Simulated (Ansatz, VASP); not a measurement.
Two plane-wave programs on Ba2Tl5V3O12

The input INCAR:

```
PREC = Accurate
ENCUT = 520
EDIFF = 1E-8
ISMEAR = -1
SIGMA = 0.05
LREAL = False
LASPH = True
NELM = 120
ALGO = Fast
ISIF = 2
LWAVE = False
LCHARG = False
ISPIN = 2
MAGMOM = 0 0 2 2 2 0 0 0 0 0 0 0 0 0 0 0 0 0 0 0 0 0
LORBIT = 11
LMAXMIX = 4
GGA = PE
LEFG = True
KPAR = 4
```

File KPOINTS:

```
regular mesh
0
Gamma
  4 4 4
```

The input POSCAR:

```
Ba2Tl5V3O12
1.0
    4.2369800000      2.4462200000      6.1284000000
   -4.2369800000      2.4462200000      6.1284000000
    0.0000000000     -4.8924400000      6.1284000000
Ba V Tl O
2 3 5 12
Direct
    0.5000000000      0.5000000000      0.5000000000
    0.0000000000      0.0000000000      0.0000000000
    0.5000000000      0.5000000000      0.0000000000
    0.0000000000      0.5000000000      0.5000000000
    0.5000000000      0.0000000000      0.5000000000
    0.0000000000      0.0000000000      0.5000000000
    0.5000000000      0.0000000000      0.0000000000
    0.0000000000      0.5000000000      0.0000000000
    0.7404500000      0.7404500000      0.7404500000
    0.2595500000      0.2595500000      0.2595500000
    0.7165200000      0.0808900000      0.4124200000
    0.4124200000      0.7165200000      0.0808900000
    0.0808900000      0.4124200000      0.7165200000
    0.5875700000      0.9191100000      0.2834800000
    0.9191100000      0.2834800000      0.5875700000
    0.2834800000      0.5875700000      0.9191100000
    0.2834800000      0.9191100000      0.5875700000
    0.5875700000      0.2834800000      0.9191100000
    0.9191100000      0.5875700000      0.2834800000
    0.4124200000      0.0808900000      0.7165200000
    0.0808900000      0.7165200000      0.4124200000
    0.7165200000      0.4124200000      0.0808900000
```

The input input.yaml:

```yaml
crystal:
  lattice:
    - [4.23698, 2.44622, 6.1284]
    - [-4.23698, 2.44622, 6.1284]
    - [0.0, -4.89244, 6.1284]
  atoms:
    - { symbol: Ba, position: [0.5, 0.5, 0.5] }
    - { symbol: Ba, position: [0.0, 0.0, 0.0] }
    - { symbol: V, position: [0.5, 0.5, 0.0], spin: 2.0 }
    - { symbol: V, position: [0.0, 0.5, 0.5], spin: 2.0 }
    - { symbol: V, position: [0.5, 0.0, 0.5], spin: 2.0 }
    - { symbol: Tl, position: [0.0, 0.0, 0.5] }
    - { symbol: Tl, position: [0.5, 0.0, 0.0] }
    - { symbol: Tl, position: [0.0, 0.5, 0.0] }
    - { symbol: Tl, position: [0.74045, 0.74045, 0.74045] }
    - { symbol: Tl, position: [0.25955, 0.25955, 0.25955] }
    - { symbol: O, position: [0.71652, 0.08089, 0.41242] }
    - { symbol: O, position: [0.41242, 0.71652, 0.08089] }
    - { symbol: O, position: [0.08089, 0.41242, 0.71652] }
    - { symbol: O, position: [0.58757, 0.91911, 0.28348] }
    - { symbol: O, position: [0.91911, 0.28348, 0.58757] }
    - { symbol: O, position: [0.28348, 0.58757, 0.91911] }
    - { symbol: O, position: [0.28348, 0.91911, 0.58757] }
    - { symbol: O, position: [0.58757, 0.28348, 0.91911] }
    - { symbol: O, position: [0.91911, 0.58757, 0.28348] }
    - { symbol: O, position: [0.41242, 0.08089, 0.71652] }
    - { symbol: O, position: [0.08089, 0.71652, 0.41242] }
    - { symbol: O, position: [0.71652, 0.41242, 0.08089] }
hamiltonian:
  xc: pbe
  pseudopotentials: { kind: paw, frozen_core: stored }
magnetization:
  spin_polarized: true
kpoints:
  mp_grid: { grid: [4, 4, 4] }
scf:
  occupations: { method: fermi_dirac, width: 0.05 }
output:
  forces: true
  stress: true
  eigenvalues: true
  efg: {}
```

The cell was built by a generator and needn't be a form met in nature.

Alike in both runs: task electric field gradients; functional PBE; k mesh 4 × 4 × 4; occupations fermi-dirac, width 0.05 eV; collinear spin, ferromagnetic start.

|  | VASP | Ansatz |
| --- | --- | --- |
| version | VASP 6.6.1 | Ansatz 0.2.0 |
| potentials or method | VASP PAW PBE potentials, release 64 (Ba_sv, V_sv, Tl_d, O) | Ansatz PAW |
| plane-wave cutoff (eV) | 520 | 420 |
| valence electrons in the cell | 196 | 196 |

Ansatz gave:

- gap on the k mesh at the Fermi level (eV): none
- pressure (GPa): 0.0
- largest component of the traceless stress (GPa): 0.02
- rms of the force components (eV/Å): 0.007
- net moment per atom (μB): 0.05
- size of the moment on the site where the two differ most (μB): 0.23
- Vzz of the field gradient on the site that differs most (V/Å²): -321.1

What did VASP give for the same quantities?

gap on the k mesh at the Fermi level (eV): none; pressure (GPa): 0.4; largest component of the traceless stress (GPa): 0.16; rms of the force components (eV/Å): 0.029; net moment per atom (μB): 0.05; size of the moment on the site where the two differ most (μB): 0.34; Vzz of the field gradient on the site that differs most (V/Å²): -342.7.

Site moments also hang on the region over which each program counts them. Atom by atom the forces differ by 0.036 eV/Å (rms over components). A gap of «none» marks a metal or a gap that the smearing closes.

Caveats: semilocal functionals often make such compounds metallic where correlation or magnetic order opens a gap, which also shifts bond lengths; the pressure holds a Pulay correction of +0.4 GPa for the finite cutoff (Ansatz). With open d or f shells a metallic result of PBE can be an artefact of self-interaction; +U or a hybrid may open a gap. The runs have no spin-orbit coupling, so splittings on Ba, Tl are missing.
